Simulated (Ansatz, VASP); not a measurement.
# Ni (Ni(110)): VASP beside Ansatz, part 2 of 2

Wanted: the spread between two codes on one cell, functional and k mesh. The cell is taken from a series of runs on this material, whose earlier steps may have relaxed, scaled, displaced or heated it; both programs get it as it stands.

VASP 6.6.1 and Ansatz 0.2.0.

So far: Starting point; Ansatz: single point, PBE, pair 1.

### 3. VASP: single point, PBE, pair 1

Level of this step: PBE, spin-polarised from a ferromagnetic start; plane waves and PAW (Ni) (VASP).

The same cell, functional, mesh and smearing now go to VASP, with its own data sets.

Lines of VASP's logs that name or quote its potential files are left out, and so is its time.

INCAR reads:

```
SYSTEM = Ni
PREC = Accurate
ENCUT = 520
EDIFF = 1E-06
NELM = 200
ISMEAR = -1
SIGMA = 0.1
LREAL = .FALSE.
ALGO = Normal
GGA = PE
NBANDS = 49
ISPIN = 2
MAGMOM = 0.8 0.7 0.69 0.66 0.69 0.7 0.8
LASPH = .TRUE.
LMAXMIX = 4
LORBIT = 11
LWAVE = .FALSE.
LCHARG = .FALSE.
ISIF = 2
LDIPOL = .TRUE.
IDIPOL = 3
DIPOL = 0.5 0.5 0.5
LVHAR = .TRUE.
GGA_COMPAT = .FALSE.
NELMDL = -8
KPAR = 2
```

POSCAR reads:

```
Ni
1.0
    3.5200000000      0.0000000000      0.0000000000
    0.0000000000      2.4890158698      0.0000000000
    0.0000000000      0.0000000000     21.4670476093
Ni
7
Direct
    0.0000000000      0.0000000000      0.3260811700
    0.5000000000      0.5000000000      0.3840541133
    0.0000000000      0.0000000000      0.4420270567
    0.5000000000      0.5000000000      0.5000000000
    0.0000000000      0.0000000000      0.5579729433
    0.5000000000      0.5000000000      0.6159458867
    0.0000000000      0.0000000000      0.6739188300
```

KPOINTS reads:

```
Automatic mesh
0
Gamma
12 16 1
0 0 0
```

Potentials, in the order of the species: Ni (PBE family, release 64).

Launch:

```console
$ mpirun -np 2 vasp_std
```

Numbers of over 12 decimals in the logs are rounded to 6 here.

Log:

```text
[banner, memory and clock lines left out]
running    2 mpi-ranks, on    1 nodes
 distrk:  each k-point on    1 cores,    2 groups
 distr:  one band on    1 cores,    1 groups

 POSCAR found type information on POSCAR Ni
 POSCAR found :  1 types and       7 ions
 LDA part: xc-table for (Slater+PW92), standard interpolation
 POSCAR, INCAR and KPOINTS ok, starting setup
 FFT: planning ... GRIDC
 FFT: planning ... GRID_SOFT
 FFT: planning ... GRID
 WAVECAR not read
 entering main loop
       N       E                     dE             d eps       ncg     rms          rms(c)
DAV:   1     0.508249504311E+03    0.50825E+03   -0.30946E+04 12348   0.160E+03
DAV:   2    -0.179433491661E+01   -0.51004E+03   -0.48484E+03 12364   0.339E+02
DAV:   3    -0.418286470269E+02   -0.40034E+02   -0.37505E+02 13409   0.133E+02
DAV:   4    -0.425805622740E+02   -0.75192E+00   -0.74981E+00 13720   0.200E+01
DAV:   5    -0.425983726677E+02   -0.17810E-01   -0.17810E-01 19311   0.194E+00
DAV:   6    -0.425985338500E+02   -0.16118E-03   -0.16118E-03 16642   0.195E-01
DAV:   7    -0.425985397535E+02   -0.59035E-05   -0.59033E-05 18479   0.311E-02
DAV:   8    -0.425985399491E+02   -0.19554E-06   -0.19583E-06 10033   0.466E-03    0.250E+01
DAV:   9    -0.492057220594E+02   -0.66072E+01   -0.77632E+01 14203   0.149E+02    0.446E+01
DAV:  10    -0.437173806261E+02    0.54883E+01   -0.96125E+01 13904   0.130E+02    0.312E+01
DAV:  11    -0.404000404377E+02    0.33173E+01   -0.24627E+01 14786   0.917E+01    0.300E+01
DAV:  12    -0.370358732461E+02    0.33642E+01   -0.14184E+01 14824   0.716E+01    0.181E+01
DAV:  13    -0.390085079762E+02   -0.19726E+01   -0.12846E+01 14011   0.783E+01    0.319E+01
DAV:  14    -0.358357737234E+02    0.31727E+01   -0.21482E+01 14240   0.484E+01    0.106E+01
[...]
DAV:  36    -0.359374927128E+02   -0.44991E-05   -0.18888E-07  8400   0.571E-03    0.130E-03
DAV:  37    -0.359374968057E+02   -0.40929E-05   -0.89858E-08  8056   0.243E-03    0.598E-04
DAV:  38    -0.359374998224E+02   -0.30167E-05   -0.38252E-08  8124   0.901E-04    0.406E-04
DAV:  39    -0.359375022183E+02   -0.23959E-05   -0.21233E-08  8214   0.971E-04    0.356E-04
DAV:  40    -0.359375051647E+02   -0.29465E-05   -0.24151E-08  8307   0.625E-04    0.379E-04
DAV:  41    -0.359375081496E+02   -0.29849E-05   -0.36951E-08  8363   0.730E-04    0.639E-04
DAV:  42    -0.359375091970E+02   -0.10474E-05   -0.15356E-08  8288   0.834E-04    0.290E-04
DAV:  43    -0.359375094573E+02   -0.26029E-06   -0.35403E-09  7865   0.331E-04
   1 F= -.35937509E+02 E0= -.35720145E+02  d E =-.434728E+00  mag=     4.7142
```

From OUTCAR (step 3):

```text
ion  position               nearest neighbor table
   1  0.000  0.000  0.326-   2 2.49   2 2.49   2 2.49   2 2.49   3 2.49
   2  0.500  0.500  0.384-   1 2.49   1 2.49   1 2.49   1 2.49   4 2.49   3 2.49   3 2.49   3 2.49
                             3 2.49
   3  0.000  0.000  0.442-   5 2.49   4 2.49   4 2.49   4 2.49   4 2.49   1 2.49   2 2.49   2 2.49
                             2 2.49   2 2.49
   4  0.500  0.500  0.500-   3 2.49   5 2.49   3 2.49   5 2.49   3 2.49   5 2.49   3 2.49   5 2.49
                             2 2.49   6 2.49
   5  0.000  0.000  0.558-   3 2.49   4 2.49   4 2.49   4 2.49   4 2.49   7 2.49   6 2.49   6 2.49
                             6 2.49   6 2.49
   6  0.500  0.500  0.616-   7 2.49   7 2.49   7 2.49   7 2.49   4 2.49   5 2.49   5 2.49   5 2.49
                             5 2.49
   7  0.000  0.000  0.674-   6 2.49   6 2.49   6 2.49   6 2.49   5 2.49

  LATTYP: Found a simple orthorhombic cell.
 ALAT       =     2.4890158698
 B/A-ratio  =     1.4142135624
 C/A-ratio  =     8.6247130321

 Subroutine GETGRP returns: Found  8 space group operations
 (whereof  8 operations were pure point group operations)

The static configuration has the point symmetry D_2h.

 Found     63 irreducible k-points:

   k-points           NKPTS =     63   k-points in BZ     NKDIM =     63   number of bands    NBANDS=     49

   dimension x,y,z NGX =    28 NGY =   20 NGZ =  160
   dimension x,y,z NGXF=    56 NGYF=   40 NGZF=  320

   ENCUT  =  520.0 eV  38.22 Ry    6.18 a.u.   6.54  4.63 39.91*2*pi/ulx,y,z

   NELECT =      70.0000    total number of electrons

 k-points in reciprocal lattice and weights: Automatic mesh
   0.00000000  0.00000000  0.00000000       0.005
   0.08333333  0.00000000  0.00000000       0.010
   0.16666667  0.00000000  0.00000000       0.010
   0.25000000  0.00000000  0.00000000       0.010
   0.33333333  0.00000000  0.00000000       0.010
   0.41666667  0.00000000  0.00000000       0.010
   0.50000000  0.00000000  0.00000000       0.005
   0.00000000  0.06250000  0.00000000       0.010
   0.08333333  0.06250000  0.00000000       0.021
[...]
0.41666667  0.50000000  0.00000000       0.010
   0.50000000  0.50000000  0.00000000       0.005

 dipolmoment           0.000000      0.000000     -0.000000 electrons x Angstroem

 average (electrostatic) potential at core
       1 -89.8490       2 -90.1718       3 -90.2241       4 -90.1750       5 -90.2241
       6 -90.1718       7 -89.8490

 E-fermi :   1.1642

 spin component 1
 k-point     1 :       0.0000    0.0000    0.0000
  band No.  band energies     occupation
    ...
     35       0.4605      0.99912
     36       0.5376      0.99810
     37       0.5633      0.99755
     38       0.6741      0.99262
     39       0.8236      0.96789
     40       2.2986      0.00001
     41       4.2048      0.00000
     42       4.4738      0.00000
     43       5.3529      0.00000
     44       6.3199      0.00000
    ...

 k-point     2 :       0.0833    0.0000    0.0000
  band No.  band energies     occupation
    ...
     35       0.4202      0.99941
     36       0.5115      0.99854
     37       0.5929      0.99671
     38       0.6559      0.99384
     39       0.8300      0.96584
     40       2.3232      0.00001
     41       3.9599      0.00000
     42       4.2359      0.00000
     43       5.4276      0.00000
     44       5.7722      0.00000
    ...

 k-point     3 :       0.1667    0.0000    0.0000
  band No.  band energies     occupation
    ...
     35       0.4590      0.99914
     36       0.4926      0.99879
     37       0.6181      0.99577
     38       0.6184      0.99576
     39       0.8538      0.95707
     40       2.3989      0.00000
     41       2.8653      0.00000
     42       4.1919      0.00000
     43       4.6254      0.00000
     44       5.5889      0.00000
    ...

 k-point     4 :       0.2500    0.0000    0.0000
  band No.  band energies     occupation
    ...
     35       0.4915      0.99880
     36       0.4951      0.99876
     37       0.6044      0.99631
     38       0.6183      0.99576
     39       0.9045      0.93067
     40       1.7285      0.00353
     41       2.5155      0.00000
     42       3.1050      0.00000
     43       4.4144      0.00000
     44       4.7066      0.00000
    ...

 k-point     5 :       0.3333    0.0000    0.0000
  band No.  band energies     occupation
    ...
     36       0.5250      0.99833
     37       0.5921      0.99673
     38       0.6117      0.99603
     39       0.8298      0.96591
     40       0.9967      0.84227
     41       1.9719      0.00031
     42       2.5282      0.00000
     43       3.5840      0.00000
     44       4.0785      0.00000
     45       6.6662      0.00000
    ...

 k-point     6 :       0.4167    0.0000    0.0000
  band No.  band energies     occupation
    ...
     36       0.5103      0.99856
     37       0.5323      0.99820
     38       0.5831      0.99702
     39       0.5987      0.99652
     40       1.0456      0.76609
     41       1.2252      0.35215
     42       1.8690      0.00087
     43       3.2915      0.00000
     44       3.4393      0.00000
     45       7.0546      0.00000
    ...

  Total       -3.1156877     -2.7179508     -1.7550776     -0.0000000      0.0000000      0.0000000
  in kB      -26.5412791    -23.1531204    -14.9507937     -0.0000000      0.0000000      0.0000000
  external PRESSURE =     -21.5483977 kB  Pullay stress =       0.0000000 kB

  energy-cutoff  :      520.00
  volume of cell :      188.08
      direct lattice vectors                 reciprocal lattice vectors
     3.520000000  0.000000000  0.000000000     0.284090909  0.000000000  0.000000000
     0.000000000  2.489015870  0.000000000     0.000000000  0.401765217  0.000000000
     0.000000000  0.000000000 21.467047609     0.000000000  0.000000000  0.046583024

 POSITION                                       TOTAL-FORCE (eV/Angst)
 -----------------------------------------------------------------------------------
      0.00000      0.00000      7.00000         0.000000      0.000000      0.594568
      1.76000      1.24451      8.24451         0.000000      0.000000     -0.486978
      0.00000      0.00000      9.48902         0.000000      0.000000     -0.106815
      1.76000      1.24451     10.73352         0.000000      0.000000      0.000000
      0.00000      0.00000     11.97803         0.000000      0.000000      0.106815
      1.76000      1.24451     13.22254         0.000000      0.000000      0.486978
      0.00000      0.00000     14.46705         0.000000      0.000000     -0.594568
 -----------------------------------------------------------------------------------
    total drift:                                0.000000      0.000000      0.000000

  FREE ENERGIE OF THE ION-ELECTRON SYSTEM (eV)
  ---------------------------------------------------
  free  energy   TOTEN  =       -35.9375094573 eV

  energy  without entropy=      -35.5027813595  energy(sigma->0) =      -35.72014541

 vacuum level on the upper side and lower side of the slab         5.685         5.685

 total charge
# of ion       s       p       d       tot
------------------------------------------
    1        0.462   0.291   8.320   9.073
    2        0.491   0.465   8.299   9.255
    3        0.495   0.493   8.313   9.301
    4        0.496   0.493   8.319   9.308
    5        0.495   0.493   8.313   9.301
    6        0.491   0.465   8.299   9.255
    7        0.462   0.291   8.320   9.073
--------------------------------------------------
tot          3.392   2.991  58.184  64.567

 magnetization (x)
# of ion       s       p       d       tot
------------------------------------------
    1        0.000  -0.014   0.781   0.767
    2       -0.007  -0.025   0.692   0.661
    3       -0.007  -0.024   0.680   0.650
    4       -0.006  -0.023   0.653   0.624
    5       -0.007  -0.024   0.680   0.650
    6       -0.007  -0.025   0.692   0.661
    7        0.000  -0.014   0.781   0.767
--------------------------------------------------
tot         -0.031  -0.148   4.960   4.780

[... 6 further parts left out ...]
```

The magnetic state follows from one typed start and may not be the lowest.

### 4. Side by side

Known differences besides the potentials themselves: VASP starts from the moments at which Ansatz ended; the data sets hold 126 valence electrons in Ansatz (on its default PAW (the set named soft_2) files) and 70 in VASP; the cutoff is 420 eV in Ansatz and 520 eV in VASP; site moments are counted in spheres of each program's own size. Total energies have different zeros and are not compared.

Compared:

```csv
quantity,Ansatz,VASP,difference
total moment (μB),4.83,4.71,+0.11
moment on Ni1 (μB),0.80,0.77,+0.03
moment on Ni7 (μB),0.80,0.77,+0.03
moment on Ni6 (μB),0.70,0.66,+0.04
moment on Ni2 (μB),0.70,0.66,+0.04
moment on Ni5 (μB),0.69,0.65,+0.04
moment on Ni3 (μB),0.69,0.65,+0.04
moment on Ni4 (μB),0.66,0.62,+0.04
"work function, lower of the two faces (eV)",4.53,4.52,+0.01
"work function, higher of the two faces (eV)",4.53,4.52,+0.01
```

With vacuum in the cell, a pressure given here is an average over mostly empty space and none of the material.

### 5. Ansatz: single point, PBE, pair 2

A single point gives forces, pressure and levels at one fixed geometry, so differences don't come from the geometry; what else differs is listed under the comparison. This pair takes another cell of the material, with 8 atoms against 7 for the pair before.

The cell is taken from a series of runs on this material, whose earlier steps may have relaxed, scaled, displaced or heated it; both programs get it as it stands.

input.yaml reads:

```yaml
crystal:
  lattice:
    - [3.52, 0.0, 0.0]
    - [0.0, 2.4890158698, 0.0]
    - [0.0, 0.0, 26.7115555442]
  atoms:
    - { symbol: Ni, position: [0.5, 0.5, 0.3369328299], spin: 0.7 }
    - { symbol: Ni, position: [0.0, 0.0, 0.3835234499], spin: 0.7 }
    - { symbol: Ni, position: [0.5, 0.5, 0.4301140699], spin: 0.7 }
    - { symbol: Ni, position: [0.0, 0.0, 0.47670469], spin: 0.7 }
    - { symbol: Ni, position: [0.5, 0.5, 0.52329531], spin: 0.7 }
    - { symbol: Ni, position: [0.0, 0.0, 0.5698859301], spin: 0.7 }
    - { symbol: Ni, position: [0.5, 0.5, 0.6164765501], spin: 0.7 }
    - { symbol: Ni, position: [0.0, 0.0, 0.6630671701], spin: 0.7 }
magnetization:
  spin_polarized: true
kpoints:
  mp_grid: { grid: [12, 16, 1] }
hamiltonian:
  xc: pbe
scf:
  occupations: { method: fermi_dirac, width: 0.1 }
  convergence: { dr2_threshold: 1.0e-09 }
efield:
  axis: 3
  dipole_correction: true
  ramp_position: 0.97
  ramp_width: 0.06
output:
  write_potential: true
  write_density: true
  volumetric_format: npy
```

Launch:

```console
$ ansatz run input.yaml --threads 4 --pin off --max-ram 6144MiB --backend cpu --events-out ev --progress --plain --runs-dir out
```

Log:

```text
[...]
Crystal: 8 atoms, lattice volume = 234.029 Å³
Basis set: ecut = 420 eV, 4531 PW (Γ)
Bands: 90, of which v1, the nominal top of the filled ones, is band 72 counted from 1 (71 counted from 0)
Symmetry: 4 space group operations
k-points: 63 of 192
[...]
k-point 1 ↑: bands = [... 68 lower, 3.0182, 3.1599, 3.2133, 3.2225, 3.3431, 3.3628, 3.4173, 3.4527, ... 14 higher]
  k-point 2 ↑: bands = [... 68 lower, 3.0746, 3.0778, 3.1416, 3.2061, 3.2493, 3.4141, 3.4561, 3.4935, ... 14 higher]
  k-point 62 ↓: bands = [... 68 lower, 4.2396, 4.2396, 4.3449, 4.3449, 4.7412, 4.7412, 6.4382, 6.4382, ... 14 higher]
[key lines of the parts left out:]
SCF converged after 19 iterations
Magnetization: 5.3817 μB (74.6909 up, 69.3091 down)
Free energy (F): -46715.414656 eV
Fermi energy:    3.987469 eV
Dipole field:    D = 0.000013 V/Å  (p = 0.000017 e·Å, saw-weighted, corrected)
Work function:   Φ+ = 4.4885 eV   Φ− = 4.4889 eV
```

### 6. VASP: single point, PBE, pair 2

The same cell, functional, mesh and smearing now go to VASP, with its own data sets.

Changes to INCAR since step 3:

```diff
@@ -10,5 +10,5 @@
 GGA = PE
-NBANDS = 49
+NBANDS = 57
 ISPIN = 2
-MAGMOM = 0.8 0.7 0.69 0.66 0.69 0.7 0.8
+MAGMOM = 0.8 0.68 0.69 0.66 0.66 0.69 0.68 0.8
 LASPH = .TRUE.
```

POSCAR reads:

```
Ni
1.0
    3.5200000000      0.0000000000      0.0000000000
    0.0000000000      2.4890158698      0.0000000000
    0.0000000000      0.0000000000     26.7115555442
Ni
8
Direct
    0.5000000000      0.5000000000      0.3369328299
    1.0000000000      0.0000000000      0.3835234499
    0.5000000000      0.5000000000      0.4301140699
    1.0000000000      0.0000000000      0.4767046900
    0.5000000000      0.5000000000      0.5232953100
    1.0000000000      0.0000000000      0.5698859301
    0.5000000000      0.5000000000      0.6164765501
    1.0000000000      0.0000000000      0.6630671701
```

KPOINTS is that of step 3.

Launch:

```console
$ mpirun -np 2 vasp_std
```

Log:

```text
[banner, memory and clock lines left out]
running    2 mpi-ranks, on    1 nodes
[...]
LDA part: xc-table for (Slater+PW92), standard interpolation
 POSCAR, INCAR and KPOINTS ok, starting setup
[...]
entering main loop
       N       E                     dE             d eps       ncg     rms          rms(c)
DAV:   1     0.590037887658E+03    0.59004E+03   -0.35088E+04 14364   0.153E+03
DAV:   2     0.840846001978E+00   -0.58920E+03   -0.55540E+03 14364   0.334E+02
DAV:   3    -0.480844640771E+02   -0.48925E+02   -0.45201E+02 15662   0.134E+02
DAV:   4    -0.491278872033E+02   -0.10434E+01   -0.10395E+01 15869   0.218E+01
[...]
DAV:  40    -0.414505800708E+02   -0.58761E-05   -0.36862E-07  9941   0.275E-03    0.174E-03
DAV:  41    -0.414505812929E+02   -0.12221E-05   -0.72929E-08  9674   0.133E-03    0.120E-03
DAV:  42    -0.414505813530E+02   -0.60092E-07   -0.77815E-09  9210   0.815E-04
   1 F= -.41450581E+02 E0= -.41211850E+02  d E =-.477463E+00  mag=     5.2839
```

From OUTCAR (step 6):

```text
  Total       -3.0454744     -2.7100912     -1.9053299      0.0000000      0.0000000      0.0000000
  in kB      -20.8495182    -18.5534631    -13.0440140      0.0000000      0.0000000      0.0000000
  external PRESSURE =     -17.4823318 kB  Pullay stress =       0.0000000 kB

 POSITION                                       TOTAL-FORCE (eV/Angst)
 -----------------------------------------------------------------------------------
      1.76000      1.24451      9.00000         0.000000      0.000000      0.610570
      0.00000      0.00000     10.24451         0.000000      0.000000     -0.470001
      1.76000      1.24451     11.48902         0.000000      0.000000     -0.183770
      0.00000      0.00000     12.73352         0.000000      0.000000      0.150611
      1.76000      1.24451     13.97803         0.000000      0.000000     -0.150611
      0.00000      0.00000     15.22254         0.000000      0.000000      0.183770
      1.76000      1.24451     16.46705         0.000000      0.000000      0.470001
      0.00000      0.00000     17.71156         0.000000      0.000000     -0.610570
 -----------------------------------------------------------------------------------
    total drift:                                0.000000      0.000000      0.000000

  FREE ENERGIE OF THE ION-ELECTRON SYSTEM (eV)
  ---------------------------------------------------
  free  energy   TOTEN  =       -41.4505813530 eV

  energy  without entropy=      -40.9731184094  energy(sigma->0) =      -41.21184988

 magnetization (x)
# of ion       s       p       d       tot
------------------------------------------
    1        0.000  -0.015   0.789   0.774
    2       -0.007  -0.025   0.672   0.640
    3       -0.006  -0.024   0.682   0.651
    4       -0.006  -0.024   0.650   0.620
    5       -0.006  -0.024   0.650   0.620
    6       -0.006  -0.024   0.682   0.651
    7       -0.007  -0.025   0.672   0.640
    8        0.000  -0.015   0.789   0.774
--------------------------------------------------
tot         -0.040  -0.176   5.587   5.371

[... 3 further parts left out ...]
[key lines of the parts left out:]
E-fermi :   0.7168
```

### 7. Side by side

What differs besides the data sets and the points named for the pairs above, as far as they apply: the data sets hold 144 valence electrons in Ansatz (on its default PAW (the set named soft_2) files) and 80 in VASP. Total energies have different zeros and are not compared.

Both answers:

| quantity | Ansatz | VASP | difference |
| --- | --- | --- | --- |
| total moment (μB) | 5.38 | 5.28 | +0.10 |
| moment on Ni1 (μB) | 0.80 | 0.77 | +0.03 |
| moment on Ni8 (μB) | 0.80 | 0.77 | +0.03 |
| moment on Ni6 (μB) | 0.69 | 0.65 | +0.04 |
| moment on Ni3 (μB) | 0.69 | 0.65 | +0.04 |
| moment on Ni7 (μB) | 0.68 | 0.64 | +0.04 |
| moment on Ni2 (μB) | 0.68 | 0.64 | +0.04 |
| moment on Ni4 (μB) | 0.66 | 0.62 | +0.04 |
| moment on Ni5 (μB) | 0.66 | 0.62 | +0.04 |
| work function, lower of the two faces (eV) | 4.49 | 4.48 | +0.01 |
| work function, higher of the two faces (eV) | 4.49 | 4.48 | +0.01 |

With vacuum in the cell, a pressure given here is an average over mostly empty space and none of the material.

### 8. Summary of results

- difference in work function, higher of the two faces (single point, PBE, pair 1): 0.013 eV
- difference in work function, higher of the two faces (single point, PBE, pair 2): 0.0077 eV

**Reading.** The difference in work function, higher of the two faces is 0.013 eV (single point, PBE, pair 1). The data sets hold unlike numbers of valence electrons (126 in Ansatz and 70 in VASP and 144 in Ansatz and 80 in VASP), so part of the differences comes from the potentials. Such differences can come from data sets, numerical settings and the points named under the comparisons, not from the functional's error against experiment.

[Lines on the potential files, build, host, timing and source positions are cut from VASP's logs without a mark.]

[Logs are printed without paths, hosts, clocks, repeated set-up lines and the standing remarks that a program may print on its own settings, such as how far it seeks lower states.]

[Hosts, paths, dates, database ids (printed as entryN), source tags and the programs' standing remarks are cut or masked in the printed files.]
